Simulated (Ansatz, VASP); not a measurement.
NaY: VASP beside Ansatz

File INCAR:

```
SYSTEM = NaY
PREC = Accurate
ENCUT = 600
EDIFF = 1E-6
ISMEAR = 0
SIGMA = 0.1
LREAL = .FALSE.
LASPH = .TRUE.
NELM = 100
ALGO = Normal
ISIF = 3
LWAVE = .FALSE.
LCHARG = .FALSE.
GGA = PE
IBRION = 2
NSW = 90
EDIFFG = -0.04
```

The input KPOINTS:

```
regular mesh
0
G
  6 6 6
  0 0 0
```

POSCAR

```
NaY
1.0
    3.6092547700      0.0000000000      0.0000000000
    0.0000000000      3.6092547700      0.0000000000
    0.0000000000      0.0000000000      3.6092547700
Na Y
1 1
Direct
    0.5000000000      0.5000000000      0.5000000000
    0.0000000000      0.0000000000      0.0000000000
```

Input for Ansatz:

```yaml
crystal:
  lattice:
    - [3.60925477, 0.0, 0.0]
    - [0.0, 3.60925477, 0.0]
    - [0.0, 0.0, 3.60925477]
  atoms:
    - { symbol: Na, position: [0.5, 0.5, 0.5] }
    - { symbol: "Y", position: [0.0, 0.0, 0.0] }
basis:
  ecutwfc: 420
kpoints:
  mp_grid: { grid: [6, 6, 6] }
hamiltonian:
  xc: pbe
scf:
  occupations: { method: gaussian, width: 0.1 }
  lower_state_search: "off"
output:
  forces: true
  stress: true
  eigenvalues: true
relax:
  adjacent_minimum: "off"
  f_tol: 0.04
  max_steps: 70
  cell: { stress_tol: 0.4 }
```

Change from the starting cell: species swapped into the SmCd type (Pm-3m, No. 221).

Alike in both runs: task relaxation of cell and atoms; functional PBE; k mesh 6 × 6 × 6; occupations gaussian, width 0.1 eV; no spin polarisation.

```csv
,VASP,Ansatz
version,VASP 6.6.1,Ansatz 0.2.0
potentials or method,"VASP PAW PBE potentials, release 64 (Na_pv, Y_sv)","scalar-relativistic, plane waves, PAW"
plane-wave cutoff (eV),600,420
valence electrons in the cell,18,20
```

```tsv
	VASP	Ansatz	Ansatz less VASP
gap on the k mesh at the Fermi level, each at its own relaxed structure (eV)	none	none	-
relaxed volume (Å³/atom)	32.28	31.81	-0.469
relaxed cell length with the largest relative difference (Å)	4.012	3.992	-0.0195
energy change over the relaxation (meV/atom)	-288	-289	-0.9
```

A gap of «none» marks a metal or a gap that the smearing closes. The two sets of potentials don't hold the same shells in valence.

Caveats: the volume moved by over 15 % at a fixed basis, so the end points are rough.
